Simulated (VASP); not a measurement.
```yaml
crystal:
  lattice:
    - [0.00000, 2.12345, 2.12345]
    - [2.12345, 0.00000, 2.12345]
    - [2.12345, 2.12345, 0.00000]
  atoms:
    - { symbol: Mg, position: [0.00000, 0.00000, 0.00000] }
    - { symbol: O, position: [0.50000, 0.50000, 0.50000] }
```

Computed with PBE GGA, VASP's PBE PAW potentials (set 64) (plane waves; VASP). Numerical set-up: 520 eV cut-off, Gaussian smearing of 0.050 eV, potentials Mg O.

Task: Predict the band gap (along the path) with the smallest direct gap where there is one.

Result: 
- band gap (along the path): 4.49 eV
- smallest direct gap (along the path): 4.49 eV

Total energies compare only between runs with the same potentials, cut-off and functional.

The compound is MgO in the rock salt structure. It was relaxed first.
